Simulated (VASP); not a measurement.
## MoSi (relaxed from the CsCl type structure, space group Pm-3m): computed properties

Method: PBEsol GGA, VASP's PBE PAW potentials (set 64) (plane waves; VASP 6.6.1).

```json
{
 "space_group": "Pm-3m (221)",
 "cell": "a = 3.0193 Å, b = 3.0193 Å, c = 3.0193 Å, α = 90.00°, β = 90.00°, γ = 90.00°",
 "volume_per_atom": "13.76 Å³/atom",
 "band gap (over mesh and band path)": "none (metal, semimetal or under 0.01 eV)",
 "density": "7.48 g/cm³"
}
```

MoSi is taken in the cubic space group Pm-3m (No. 221), the CsCl type structure, Pearson symbol cP2. Lattice parameters: a = b = c = 3.019 Å, α = β = γ = 90.00°. Mo on 1a sees 8 Si at 2.615 Å and 6 Mo at 3.019 Å. Si on 1b is surrounded by 8 Mo at 2.615 Å (cubic). (Neighbours: up to the widest gap in distance over summed covalent radii, below 1.35, at either atom; cation-cation and far metal-metal contacts left out.)

The structure was generated: MoSi was put into the CsCl type type (Pm-3m), which need not be its known phase. It was relaxed first, which changed the volume by -33 %. Symmetry was kept, so distortions that lower it aren't found.
